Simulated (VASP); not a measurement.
Level of theory: PBE GGA, VASP's PBE PAW potentials (set 64) (plane waves; VASP).

VASP input:

POSCAR:
```
Cd
1
    1.5040479133    -2.6050877045     0.0000000000
    1.5040479133     2.6050877045     0.0000000000
    0.0000000000     0.0000000000     5.8510063633
Cd
2
Direct
  0.3333330000   0.6666670000   0.2500000000
  0.6666670000   0.3333330000   0.7500000000
```

KPOINTS:
```
Automatic mesh
0
Gamma
14 14 6
0 0 0
```

**INCAR**
```
SYSTEM  =  Cd
PREC  =  Accurate; ENCUT  =  480; LREAL  =  .FALSE.
LASPH  =  .TRUE.
EDIFF  =  1E-7; NELM  =  100; ALGO  =  Normal
LMAXMIX  =  4
ISMEAR  =  1; SIGMA  =  0.1
GGA  =  PE
IBRION  =  2; NSW  =  30; ISIF  =  2
EDIFFG  =  -0.01
LWAVE  =  .FALSE.; LCHARG  =  .FALSE.
```

POTCAR, in this order: Cd (PBE.64 set). Program: vasp_std.

Predict the energy per atom (σ→0), band gap (on the k-mesh).

The energy per atom (σ→0) comes out as -0.740 eV/atom and the band gap (on the k-mesh) is none (metal, semimetal or under 0.01 eV).

OSZICAR:
```
...
DAV:   5    -0.156964804576E+01   -0.11573E-04   -0.11573E-04  3936   0.947E-02    0.396E+00
DAV:   6    -0.148295745973E+01    0.86691E-01   -0.26745E-01  3224   0.655E+00    0.321E+00
DAV:   7    -0.147983010923E+01    0.31274E-02   -0.27229E-02  3528   0.167E+00    0.159E+00
DAV:   8    -0.148045368505E+01   -0.62358E-03   -0.33356E-03  3344   0.805E-01    0.871E-02
DAV:   9    -0.148050641326E+01   -0.52728E-04   -0.37158E-05  3976   0.701E-02    0.332E-02
DAV:  10    -0.148054443791E+01   -0.38025E-04   -0.35391E-05  3352   0.680E-02    0.346E-03
DAV:  11    -0.148054434410E+01    0.93805E-07   -0.25888E-08  3112   0.163E-03
   1 F= -.14805443E+01 E0= -.14805867E+01  d E =-.148054E+01
```

The compound is Cd in the hcp structure. This cell was strained or had an atom moved on purpose.
